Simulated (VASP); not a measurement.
Output of a VASP run:

### OSZICAR
```
...
DAV:   3    -0.215389227281E+02    0.11200E-03   -0.37573E-04  3766   0.142E-01    0.114E-01
DAV:   4    -0.215388543891E+02    0.68339E-04   -0.10550E-04  4132   0.756E-02    0.417E-02
DAV:   5    -0.215388528957E+02    0.14934E-05   -0.73732E-06  3736   0.200E-02    0.191E-02
DAV:   6    -0.215388528364E+02    0.59323E-07   -0.35389E-07  2090   0.413E-03
  14 F= -.21538853E+02 E0= -.21408669E+02  d E =-.374471E-03
       N       E                     dE             d eps       ncg     rms          rms(c)
DAV:   1    -0.215373397107E+02    0.15132E-02   -0.52502E-01  3148   0.638E+00    0.255E-01
DAV:   2    -0.215391636369E+02   -0.18239E-02   -0.22504E-02  4000   0.126E+00    0.111E-01
DAV:   3    -0.215391145835E+02    0.49053E-04   -0.14801E-04  3790   0.885E-02    0.725E-02
DAV:   4    -0.215390846039E+02    0.29980E-04   -0.48835E-05  4090   0.521E-02    0.262E-02
DAV:   5    -0.215390840624E+02    0.54147E-06   -0.29398E-06  3456   0.128E-02
  15 F= -.21539084E+02 E0= -.21408808E+02  d E =-.605697E-03
       N       E                     dE             d eps       ncg     rms          rms(c)
DAV:   1    -0.215392452884E+02   -0.16068E-03   -0.30752E-02  3148   0.154E+00    0.161E-01
DAV:   2    -0.215392485786E+02   -0.32902E-05   -0.12882E-03  3934   0.301E-01    0.503E-02
DAV:   3    -0.215392164857E+02    0.32093E-04   -0.51510E-05  3604   0.553E-02    0.230E-02
DAV:   4    -0.215392117061E+02    0.47796E-05   -0.10758E-05  3928   0.255E-02    0.167E-02
DAV:   5    -0.215392115124E+02    0.19370E-06   -0.53923E-07  1856   0.473E-03
  16 F= -.21539212E+02 E0= -.21408802E+02  d E =-.127450E-03
       N       E                     dE             d eps       ncg     rms          rms(c)
DAV:   1    -0.215393570550E+02   -0.14535E-03   -0.73222E-02  3154   0.238E+00    0.247E-01
DAV:   2    -0.215393659082E+02   -0.88533E-05   -0.30723E-03  3928   0.465E-01    0.770E-02
DAV:   3    -0.215392898048E+02    0.76103E-04   -0.12200E-04  3604   0.850E-02    0.353E-02
DAV:   4    -0.215392783215E+02    0.11483E-04   -0.25740E-05  3940   0.394E-02    0.256E-02
DAV:   5    -0.215392778692E+02    0.45228E-06   -0.14364E-06  2864   0.735E-03
  17 F= -.21539278E+02 E0= -.21408652E+02  d E =-.193807E-03
       N       E                     dE             d eps       ncg     rms          rms(c)
DAV:   1    -0.215394234192E+02   -0.14510E-03   -0.31928E-02  3142   0.156E+00    0.117E-01
DAV:   2    -0.215394187820E+02    0.46373E-05   -0.12828E-03  4042   0.297E-01    0.430E-02
DAV:   3    -0.215393854216E+02    0.33360E-04   -0.50041E-05  4136   0.501E-02    0.212E-02
DAV:   4    -0.215393812850E+02    0.41366E-05   -0.78963E-06  4106   0.200E-02    0.160E-02
DAV:   5    -0.215393809052E+02    0.37979E-06   -0.75948E-07  1838   0.644E-03
  18 F= -.21539381E+02 E0= -.21408869E+02  d E =-.103036E-03
       N       E                     dE             d eps       ncg     rms          rms(c)
DAV:   1    -0.215395244871E+02   -0.14320E-03   -0.68876E-02  3142   0.228E+00    0.173E-01
DAV:   2    -0.215395152733E+02    0.92138E-05   -0.27642E-03  4036   0.437E-01    0.635E-02
DAV:   3    -0.215394434758E+02    0.71797E-04   -0.10824E-04  4144   0.738E-02    0.314E-02
DAV:   4    -0.215394346757E+02    0.88001E-05   -0.16913E-05  4112   0.293E-02    0.236E-02
DAV:   5    -0.215394338853E+02    0.79038E-06   -0.17279E-06  2510   0.946E-03
  19 F= -.21539434E+02 E0= -.21409076E+02  d E =-.156016E-03
```

**OUTCAR**
```
------------------------ aborting loop because EDIFF is reached ----------------------------------------
  FORCE on cell =-STRESS in cart. coord.  units (eV):
  Direction    XX          YY          ZZ          XY          YZ          ZX
  --------------------------------------------------------------------------------------
  Total       -0.0045483     -0.0129906     -0.0123611     -0.0071677      0.0004240     -0.0006588
  in kB       -0.1810352     -0.5170624     -0.4920069     -0.2852931      0.0168760     -0.0262222
  external PRESSURE =      -0.3967015 kB  Pullay stress =       0.0000000 kB
  volume of cell :       40.25
      direct lattice vectors                 reciprocal lattice vectors
     3.068371297  0.000597757  0.000082558     0.325869165  0.188047989 -0.000003864
    -1.533667188  2.657698428 -0.000084444    -0.000073293  0.376223119  0.000005017
     0.000096493 -0.000065791  4.935543329    -0.000005452  0.000003291  0.202611938
 POSITION                                       TOTAL-FORCE (eV/Angst)
 -----------------------------------------------------------------------------------
      0.00044      1.77212      1.23373        -0.001051      0.000298      0.001202
      1.53436      0.88611      3.70181         0.001051     -0.000298     -0.001202
 -----------------------------------------------------------------------------------
    total drift:                                0.000000     -0.000000      0.000000
  FREE ENERGIE OF THE ION-ELECTRON SYSTEM (eV)
  ---------------------------------------------------
  free  energy   TOTEN  =       -21.5394338853 eV

  energy  without entropy=      -21.2787173880  energy(sigma->0) =      -21.40907564

 reached required accuracy - stopping structural energy minimisation
```
(Selected blocks of OUTCAR.)

### POSCAR
```
Hf
1
    3.1923800000     0.0000000000     0.0000000000
   -1.5961900000     2.7646820000     0.0000000000
    0.0000000000     0.0000000000     5.0450400000
Hf
2
Direct
  0.3408770000   0.6615790000   0.2537760000
  0.6591230000   0.3384210000   0.7462240000
```

**Question.** Reconstruct the remaining input files.

**Answer.** One answer among several that fit: the input of the run itself, LDA (Ceperley-Alder, Perdew-Zunger), plane waves, VASP's LDA PAW potentials (set 64).

INCAR:
```
SYSTEM = Hf
PREC = Accurate
ENCUT = 180
EDIFF = 1E-6
NELM = 100
ALGO = Normal
LREAL = .FALSE.
LASPH = .TRUE.
ISMEAR = -1
SIGMA = 0.2
LMAXMIX = 6
LWAVE = .FALSE.
LCHARG = .FALSE.
ISIF = 3
IBRION = 2
NSW = 50
EDIFFG = -0.01
```

KPOINTS:
```
Automatic mesh
0
Gamma
6 6 6
0 0 0
```

POTCAR, in this order: Hf_pv (LDA.64 set). Program: vasp_std.

At this cut-off the stress carries a Pulay error, which pulls relaxed volumes low.  Energy and stress use the plane-wave basis of the starting cell.

The structure comes from a computed database's Hf entry; how it stands against other phases isn't given here. In the starting cell atoms are displaced from their ideal sites. This run relaxes it. Symmetry was kept, so distortions that lower it aren't found. The k-mesh is coarse (spacing up to 0.39 per Å, 2π included), so the numbers may not be converged in it. The run is one of a series of settings (EDIFFG = -0.01, ENCUT = 180, IBRION = 2, ISIF = 3, ISMEAR = -1, NSW = 50, SIGMA = 0.2, KPOINTS 6×6×6 Γ-centred mesh against the base run), some of them coarse on purpose.
